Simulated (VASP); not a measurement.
Input:

```
Nb2CN
1.0
    0.00000     2.20331     2.20331
    2.20331     0.00000     2.20331
    8.84435     8.84435    -0.03112
Nb N C
4 2 2
Direct
  0.00015   0.00015   0.99989
  0.00000   0.00000   0.25000
  0.99985   0.99985   0.50011
  0.00000   0.00000   0.75000
  0.49692   0.49692   0.12731
  0.50308   0.50308   0.37269
  0.50277   0.50277   0.62292
  0.49723   0.49723   0.87708
```

All values below come from PBEsol GGA, VASP's PBE PAW potentials (set 64) (plane waves; VASP). Run with 520 eV cut-off, 13×13×4 Γ-centred mesh, tetrahedra with Blöchl corrections, potentials Nb_sv N C.

For a metal the tetrahedron method with Blöchl corrections gives inexact stress and forces.

Problem. Which forces act on the atoms, in eV/Å?

Solution. 
```json
[
 {"atom": "Nb1", "Fx": "0.043", "Fy": "0.043", "Fz": "-0.043"},
 {"atom": "Nb2", "Fx": "0.000", "Fy": "0.000", "Fz": "0.000"},
 {"atom": "Nb3", "Fx": "-0.043", "Fy": "-0.043", "Fz": "0.043"},
 {"atom": "Nb4", "Fx": "0.000", "Fy": "0.000", "Fz": "0.000"},
 {"atom": "N5", "Fx": "-0.010", "Fy": "-0.010", "Fz": "0.010"},
 {"atom": "N6", "Fx": "0.010", "Fy": "0.010", "Fz": "-0.010"},
 {"atom": "C7", "Fx": "0.000", "Fy": "0.000", "Fz": "0.000"},
 {"atom": "C8", "Fx": "0.000", "Fy": "0.000", "Fz": "0.000"}
]
```

Problem. Give the stress tensor in GPa (positive for a compressed cell).

Solution. 
```
 0.00  -0.64   0.64
-0.64   0.00   0.64
 0.64   0.64   0.00
```
The pressure is its mean diagonal, 0.00 GPa.

The structure was generated: Nb4C2N2 was put into an ordered model structure (R-3m), which need not be its known phase. It was relaxed first.
